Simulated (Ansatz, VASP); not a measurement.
# HfC (wurtzite type (invented)): VASP beside Ansatz, part 2 of 2

Aim: how closely do two programs agree when they are given the same cell, functional and k mesh? The cell is generated by rule, not measured, and may not be a known phase. Of the first pair: The two relaxations start from unlike cells of this crystal (the structure described is Ansatz's start), so only their ends are compared.

VASP 6.6.1 and Ansatz 0.2.0.

So far: The starting structure; VASP: relaxation of cell and atoms, PBEsol, pair 1; Ansatz: relaxation of cell and atoms, PBEsol, pair 1; Comparison.

### Step 5. VASP: relaxation of cell and atoms, PBEsol, pair 2

Level of this step: PBEsol; plane waves and PAW (Hf_pv, C); invented cell (VASP).

The relaxed volume is the usual yardstick between codes: in a stiff, nearly cubic crystal its relative difference is about their pressure difference at one cell divided by the bulk modulus. Its start cell is another than that of the pair before, and may be another structure of the material.

File INCAR:

```
SYSTEM = HfC
PREC = Accurate
ENCUT = 600
EDIFF = 1E-07
NELM = 120
ISMEAR = 0
SIGMA = 0.1
LREAL = .FALSE.
ALGO = Normal
GGA = PS
NBANDS = 20
LASPH = .TRUE.
LORBIT = 11
LWAVE = .FALSE.
LCHARG = .FALSE.
ISIF = 3
IBRION = 2
NSW = 80
EDIFFG = -0.005
GGA_COMPAT = .FALSE.
NELMIN = 4
KPAR = 2
```

File POSCAR:

```
HfC
1.0
    3.8115580000      0.0000000000      0.0000000000
   -1.9057790000      3.3009060000      0.0000000000
    0.0000000000      0.0000000000      4.6118680000
Hf C
2 2
Direct
    0.3333333333      0.6666666667      0.9451094437
    0.6666666667      0.3333333333      0.4451094437
    0.3333333333      0.6666666667      0.4298904479
    0.6666666667      0.3333333333      0.9298904479
```

File KPOINTS:

```
Automatic mesh
0
Gamma
12 12 10
0 0 0
```

Potentials, in the order of the species: Hf_pv and C (PBE family, release 64).

Run with:

```bash
> mpirun -np 2 vasp_std
```

Numbers of over 12 decimals in the logs are rounded to 6 here.

Output:

```text
[banner, memory and clock lines left out]
running    2 mpi-ranks, on    1 nodes
[...]
[... a notice as in an earlier step ...]

 LDA part: xc-table for (Slater+PW92), standard interpolation
 POSCAR, INCAR and KPOINTS ok, starting setup
[...]
entering main loop
       N       E                     dE             d eps       ncg     rms          rms(c)
DAV:   1     0.105426416795E+03    0.10543E+03   -0.16842E+04  4592   0.150E+03
DAV:   2    -0.435549771738E+02   -0.14898E+03   -0.14387E+03  5828   0.326E+02
DAV:   3    -0.502115097761E+02   -0.66565E+01   -0.66079E+01  5744   0.508E+01
DAV:   4    -0.503106525859E+02   -0.99143E-01   -0.99042E-01  5932   0.664E+00
[...]
DAV:  12    -0.430908507357E+02    0.65219E-05   -0.12954E-05  5532   0.247E-02    0.627E-02
DAV:  13    -0.430908491180E+02    0.16177E-05   -0.66779E-06  5884   0.150E-02    0.211E-03
DAV:  14    -0.430908491417E+02   -0.23705E-07   -0.21416E-07  3952   0.296E-03
   1 F= -.43090849E+02 E0= -.43090156E+02  d E =-.430908E+02
[... from here on, the cycles between the ionic steps are left out ...]
   2 F= -.43096348E+02 E0= -.43095773E+02  d E =-.549935E-02
   3 F= -.43098831E+02 E0= -.43098299E+02  d E =-.798161E-02
   5 F= -.43100867E+02 E0= -.43100276E+02  d E =-.203585E-02
   6 F= -.43101004E+02 E0= -.43100385E+02  d E =-.136995E-03
   7 F= -.43101004E+02 E0= -.43100384E+02  d E =-.136994E-03
   8 F= -.43101053E+02 E0= -.43100425E+02  d E =-.491108E-04
   9 F= -.43101061E+02 E0= -.43100428E+02  d E =-.573524E-04
  10 F= -.43101091E+02 E0= -.43100452E+02  d E =-.301142E-04
  11 F= -.43101092E+02 E0= -.43100452E+02  d E =-.306324E-04
  12 F= -.43101109E+02 E0= -.43100463E+02  d E =-.178905E-04
  13 F= -.43101120E+02 E0= -.43100464E+02  d E =-.286578E-04
  14 F= -.43101132E+02 E0= -.43100470E+02  d E =-.122188E-04
  15 F= -.43101133E+02 E0= -.43100470E+02  d E =-.123254E-04
  16 F= -.43101138E+02 E0= -.43100475E+02  d E =-.568253E-05
 trial-energy change:   -0.000006  1 .order   -0.000006   -0.000008   -0.000003
 step:   0.9188(harm=  0.9188)  dis= 0.00050  next Energy=   -43.101139 (dE=-0.683E-05)
 reached required accuracy - stopping structural energy minimisation
```

From OUTCAR (step 5):

```text
  Total        0.0040343      0.0040343      0.0144786      0.0000000      0.0000000      0.0000000
  in kB        0.1116444      0.1116444      0.4006766      0.0000000      0.0000000      0.0000000
  external PRESSURE =       0.2079885 kB  Pullay stress =       0.0000000 kB

 POSITION                                       TOTAL-FORCE (eV/Angst)
 -----------------------------------------------------------------------------------
     -0.00000      2.20275      4.30707        -0.000000     -0.000000     -0.001907
      1.90764      1.10138      2.01077        -0.000000     -0.000000     -0.001907
     -0.00000      2.20275      2.00776         0.000000      0.000000      0.001907
      1.90764      1.10138      4.30406         0.000000      0.000000      0.001907
 -----------------------------------------------------------------------------------
    total drift:                               -0.000000      0.000000     -0.000007

  FREE ENERGIE OF THE ION-ELECTRON SYSTEM (eV)
  ---------------------------------------------------
  free  energy   TOTEN  =       -43.1011382451 eV

  energy  without entropy=      -43.0998119388  energy(sigma->0) =      -43.10047509

[... 1 part as in an earlier step ...]

[... 3 further parts left out ...]
[key lines of the parts left out:]
E-fermi :   4.4242
```

### Step 6. Ansatz: relaxation of cell and atoms, PBEsol, pair 2

The same cell, functional, mesh and smearing now go to Ansatz, which takes its cutoff from its data sets.

The cell is taken from a series of runs on this material, whose earlier steps may have relaxed, scaled, displaced or heated it; both programs get it as it stands.

File input.yaml:

```yaml
crystal:
  lattice:
    - [3.8115579305, 2.739e-07, 0.0]
    - [-1.9057792024, 3.3009058588, 0.0]
    - [0.0, 0.0, 4.611867861]
  atoms:
    - { symbol: Hf, position: [0.3333333333, 0.6666666667, -0.0548905647] }
    - { symbol: Hf, position: [0.6666666667, 0.3333333333, 0.4451094353] }
    - { symbol: C, position: [0.3333333333, 0.6666666667, 0.4298905647] }
    - { symbol: C, position: [0.6666666667, 0.3333333333, 0.9298905647] }
kpoints:
  mp_grid: { grid: [12, 12, 10] }
hamiltonian:
  xc: pbesol
scf:
  occupations: { method: gaussian, width: 0.1 }
output:
  forces: true
  stress: true
  eigenvalues: true
relax:
  adjacent_minimum: "off"
  f_tol: 0.005
  max_steps: 80
  cell: { stress_tol: 0.05 }
```

Run with:

```bash
> ansatz run input.yaml --threads 2 --pin off --max-ram 5120MiB --backend cpu --events-out ev --progress --plain --runs-dir out
```

Output:

```text
[...]
Crystal: 4 atoms, lattice volume = 58.025 Å³
Basis set: ecut = 420 eV, 1131 PW (Γ), exchange–correlation on 54×54×64 points (8 copies of the dense FFT grid, shifted against one another)
Bands: 36, of which v1, the nominal top of the filled ones, is band 30 counted from 1 (29 counted from 0)
Symmetry: 12 space group operations
[...]
cell:  # Å, volume = 57.9985 Å³
    - [3.817711, 2.743107169047191e-7, 1.4503466719488498e-19]
    - [-1.908856, 3.306234, 0]
    - [1.7548748636890277e-19, 0, 4.594939]
  atoms:
    - { symbol: Hf, position: [0.333333, 0.666667, -0.062365] }
    - { symbol: Hf, position: [0.666667, 0.333333, 0.437635] }
    - { symbol: C, position: [0.333333, 0.666667, 0.437365] }
    - { symbol: C, position: [0.666667, 0.333333, 0.937365] }
[key lines of the parts left out:]
SCF converged after 6 iterations
Free energy (F): -31692.137142 eV
Fermi energy:    16.687042 eV
P = ⅓ Tr σ = -0.0008 GPa (-0.008 kbar)
```

### Step 7. Differences

What differs besides the data sets and the points named for the pairs above, as far as they apply: the data sets hold 60 valence electrons in Ansatz (on its default PAW (the set named soft_2) files) and 28 in VASP. Total energies have different zeros and are not compared.

The two programs side by side:

```csv
quantity,Ansatz,VASP,difference
volume (Å³),58.00,57.90,+0.18 %
"edge a after relaxation, in the typed setting (Å)",3.818,3.815,+0.06 %
"edge c after relaxation, in the typed setting (Å)",4.595,4.593,+0.05 %
```

### Step 8. Outcome

| Quantity | Value |
| --- | --- |
| difference in volume (relaxation of cell and atoms, PBEsol, pair 1) | 0.16 % |
| difference in volume (relaxation of cell and atoms, PBEsol, pair 2) | 0.18 % |

The difference in volume is 0.18 % (relaxation of cell and atoms, PBEsol, pair 2), within the 1.2 % picked in this series as the mark of a large difference, as far as the stopping tolerances let one tell. The data sets hold unlike numbers of valence electrons (60 in Ansatz and 28 in VASP), so part of the differences comes from the potentials. How closely two codes agree says nothing of how well the functional describes the real material.

[Lines on the potential files, build, host, timing and source positions are cut from VASP's logs without a mark.]

[Logs are printed without paths, hosts, clocks, repeated set-up lines and the standing remarks that a program may print on its own settings, such as how far it seeks lower states.]

[Hosts, paths, dates, database ids (printed as entryN), source tags and the programs' standing remarks are cut or masked in the printed files.]
